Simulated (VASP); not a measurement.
Computed with PBEsol GGA, VASP's PBE PAW potentials (set 64) (plane waves; VASP).

Gaps are without spin-orbit coupling.

Problem. Order these relaxed crystals by band gap, smallest first: MgS, P6_3mc (186); SiC, P6_3mc (186); GeF4, I-43m (217); PtCl2, Pnnm (58).

Solution. PtCl2, Pnnm (58) (0.85 eV), SiC, P6_3mc (186) (2.11 eV), MgS, P6_3mc (186) (3.30 eV), GeF4, I-43m (217) (5.39 eV)
